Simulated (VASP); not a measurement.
A convergence study with VASP on Br (space group no. 64 when undisturbed): one setting is varied, all else stays as given below, so the limit is that of these other settings. One atom is moved off its site, so that forces are finite.

```xyz
4
Lattice="2.2333 -3.3250 0.0000 2.2333 3.3250 0.0000 0.0000 0.0000 8.6938" Properties=species:S:1:pos:R:3 pbc="T T T"
Br     3.8457     0.0000     7.7788
Br     2.8541     0.0000     3.3819
Br     1.6124     0.0000     5.3119
Br     0.6209     0.0000     0.9650
```

Method: PBE GGA, VASP's PBE PAW potentials (set 64) (plane waves; VASP). The tightest run used: 300 eV cut-off, 19×19×8 Γ-centred mesh, Fermi-Dirac smearing of 0.020 eV, potentials Br.

Gaps are read on the run's mesh, which can miss a band edge.

Q: The settings run are 2×2×1 mesh; 3×3×1 mesh; 3×3×2 mesh; 4×4×2 mesh; 5×5×2 mesh; 5×5×3 mesh; 6×6×3 mesh; 8×8×4 mesh; 9×9×4 mesh; 10×10×5 mesh; 12×12×5 mesh; 13×13×6 mesh; 14×14×6 mesh; 16×16×7 mesh; 17×17×8 mesh; 19×19×8 mesh. From which on does the energy per atom stay within 0.01 eV/atom of the tightest run?

A: From 3×3×2 mesh on: it is off by 0.0009 there and by no more than 0.01 in any finer run, while 3×3×1 mesh is off by 0.0341.
```tsv
setting	E (eV/atom)	pressure (GPa)	largest force (eV/Å)	gap on the mesh (eV)	irreducible k-points	difference judged (eV/atom)
2×2×1 mesh	-1.5953	2.68	1.570	1.887	3	0.0164
3×3×1 mesh	-1.6130	2.46	1.614	1.891	4	0.0341
3×3×2 mesh	-1.5798	2.79	1.483	1.891	8	0.0009
4×4×2 mesh	-1.5785	2.82	1.483	1.830	14	0.0004
5×5×2 mesh	-1.5785	2.82	1.487	1.892	18	0.0004
5×5×3 mesh	-1.5789	2.82	1.489	1.892	24	0.0000
6×6×3 mesh	-1.5789	2.82	1.490	1.892	34	0.0000
8×8×4 mesh	-1.5789	2.82	1.490	1.818	78	0.0000
9×9×4 mesh	-1.5789	2.82	1.490	1.841	95	0.0000
10×10×5 mesh	-1.5789	2.82	1.490	1.859	141	0.0000
12×12×5 mesh	-1.5789	2.82	1.490	1.848	199	0.0000
13×13×6 mesh	-1.5789	2.82	1.490	1.819	280	0.0000
14×14×6 mesh	-1.5789	2.82	1.490	1.802	324	0.0000
16×16×7 mesh	-1.5789	2.82	1.490	1.821	481	0.0000
17×17×8 mesh	-1.5789	2.82	1.490	1.808	621	0.0000
19×19×8 mesh	-1.5789	2.82	1.490	1.809	770	0.0000
```

Left out are rungs that failed or repeat a setting and relaxations that didn't move; long series are thinned to 24 rows.

The structure is a typed Br crystal (space group no. 64). The cell was not relaxed at this level, it is distorted from the ideal structure.
